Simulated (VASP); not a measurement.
OSZICAR of a VASP run on ZrC (rock salt):

OSZICAR:
```
       N       E                     dE             d eps       ncg     rms          rms(c)
DAV:   1     0.123291605183E+03    0.12329E+03   -0.10036E+04  2496   0.156E+03
DAV:   2    -0.180345205107E+02   -0.14133E+03   -0.13333E+03  2876   0.361E+02
DAV:   3    -0.244273101673E+02   -0.63928E+01   -0.62824E+01  3556   0.698E+01
DAV:   4    -0.246778941406E+02   -0.25058E+00   -0.25036E+00  3304   0.130E+01
DAV:   5    -0.246839854787E+02   -0.60913E-02   -0.60910E-02  3528   0.175E+00    0.238E+01
DAV:   6    -0.214372647922E+02    0.32467E+01   -0.15915E+01  2820   0.285E+01    0.944E+00
DAV:   7    -0.212929007387E+02    0.14436E+00   -0.73037E-01  2936   0.722E+00    0.694E+00
DAV:   8    -0.212769769088E+02    0.15924E-01   -0.14348E-01  2680   0.320E+00    0.170E+00
DAV:   9    -0.212719544148E+02    0.50225E-02   -0.31581E-02  2944   0.115E+00    0.473E-01
DAV:  10    -0.212720424756E+02   -0.88061E-04   -0.18385E-03  3008   0.535E-01    0.356E-01
DAV:  11    -0.212718667104E+02    0.17577E-03   -0.62474E-04  2732   0.195E-01    0.171E-02
DAV:  12    -0.212718657255E+02    0.98484E-06   -0.10234E-05  3540   0.350E-02    0.970E-03
DAV:  13    -0.212718655438E+02    0.18175E-06   -0.30805E-07  1540   0.529E-03
   1 F= -.19737855E+02 E0= -.19737784E+02  d E =-.197379E+02
       N       E                     dE             d eps       ncg     rms          rms(c)
DAV:   1    -0.214753721989E+02   -0.20351E+00   -0.10906E+01  2500   0.393E+01    0.837E+00
DAV:   2    -0.211973776503E+02    0.27799E+00   -0.64425E-01  2512   0.105E+01    0.236E+00
DAV:   3    -0.211489202021E+02    0.48457E-01   -0.33028E-01  3496   0.505E+00    0.104E+00
DAV:   4    -0.211559914495E+02   -0.70712E-02   -0.66241E-03  2936   0.841E-01    0.515E-01
DAV:   5    -0.211609856825E+02   -0.49942E-02   -0.98972E-03  3396   0.603E-01    0.247E-01
DAV:   6    -0.211617905351E+02   -0.80485E-03   -0.83722E-04  4112   0.231E-01    0.691E-02
DAV:   7    -0.211618330088E+02   -0.42474E-04   -0.48998E-05  2888   0.757E-02    0.252E-02
DAV:   8    -0.211618322244E+02    0.78438E-06   -0.40515E-06  2736   0.262E-02
   2 F= -.19712520E+02 E0= -.19712494E+02  d E =0.253350E-01
       N       E                     dE             d eps       ncg     rms          rms(c)
DAV:   1    -0.213833888683E+02   -0.22156E+00   -0.48856E+00  2508   0.269E+01    0.543E+00
DAV:   2    -0.212725654475E+02    0.11082E+00   -0.36106E-01  2572   0.758E+00    0.163E+00
DAV:   3    -0.212460278582E+02    0.26538E-01   -0.12351E-01  3476   0.318E+00    0.557E-01
DAV:   4    -0.212488630074E+02   -0.28351E-02   -0.32896E-03  3288   0.516E-01    0.357E-01
DAV:   5    -0.212514627253E+02   -0.25997E-02   -0.61081E-03  3928   0.437E-01    0.640E-02
DAV:   6    -0.212514818821E+02   -0.19157E-04   -0.50309E-05  2812   0.621E-02    0.496E-02
DAV:   7    -0.212514963950E+02   -0.14513E-04   -0.51423E-05  3564   0.887E-02    0.281E-02
DAV:   8    -0.212515002362E+02   -0.38412E-05   -0.70843E-06  3088   0.300E-02    0.383E-03
DAV:   9    -0.212515003153E+02   -0.79103E-07   -0.31878E-07  1404   0.627E-03
   3 F= -.19745048E+02 E0= -.19744988E+02  d E =-.719260E-02
```

Question: Which electronic solver shows in the log?

Answer: It is blocked Davidson (ALGO = Normal, or the opening steps of other solvers). The INCAR had ALGO = Normal.

Question: Can the final energy be trusted as converged?

Answer: The run converged. It stopped with EDIFF = 1E-6, NELM = 100, NSW = 40 and EDIFFG = -0.02 after 3 ionic steps (LDA (Ceperley-Alder, Perdew-Zunger), plane waves, VASP's LDA PAW potentials (set 64)).

The compound is ZrC in the rock salt structure. This run relaxes it under an external pressure of 10 GPa. Symmetry was kept, so distortions that lower it aren't found.
